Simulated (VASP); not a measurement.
Computed with optB86b-vdW, VASP's PBE PAW potentials (set 64) (plane waves; VASP).

The input files of a VASP run:

**INCAR**
```
SYSTEM  =  CdSe
PREC  =  Accurate; ENCUT  =  520; LREAL  =  F
LASPH  =  T
EDIFF  =  1E-7; NELM  =  100; ALGO  =  Normal
LMAXMIX  =  4
ISMEAR  =  -5
GGA  =  MK; LUSE_VDW  =  T; AGGAC  =  0.0
PARAM1  =  0.1234; PARAM2  =  1.0
ISIF  =  2
LWAVE  =  F; LCHARG  =  T; LORBIT  =  11
NEDOS  =  601
LEFG  =  T
```

### POSCAR
```
CdSe
1
    2.1764899533    -3.7697909361     0.0000000000
    2.1764899533     3.7697909361     0.0000000000
    0.0000000000     0.0000000000     7.0945279615
Cd Se
2 2
Direct
  0.6666670000   0.3333330000   0.5000500921
  0.3333330000   0.6666670000   0.0000500921
  0.6666670000   0.3333330000   0.8759499079
  0.3333330000   0.6666670000   0.3759499079
```

**KPOINTS**
```
Automatic mesh
0
Gamma
7 7 4
0 0 0
```

POTCAR, in this order: Cd Se (PBE.64 set). Program: vasp_std.

### Question
What will the output report for the number of irreducible k-points (NKPTS), largest plane-wave count, number of space-group operations, FFT grid (NGX, NGY, NGZ)?

### Answer

* **number of irreducible k-points (NKPTS)**: 24
* **largest plane-wave count**: 3156
* **number of space-group operations**: 12
* **FFT grid (NGX, NGY, NGZ)**: 32 × 32 × 54

The compound is CdSe in the wurtzite structure. It was relaxed first.
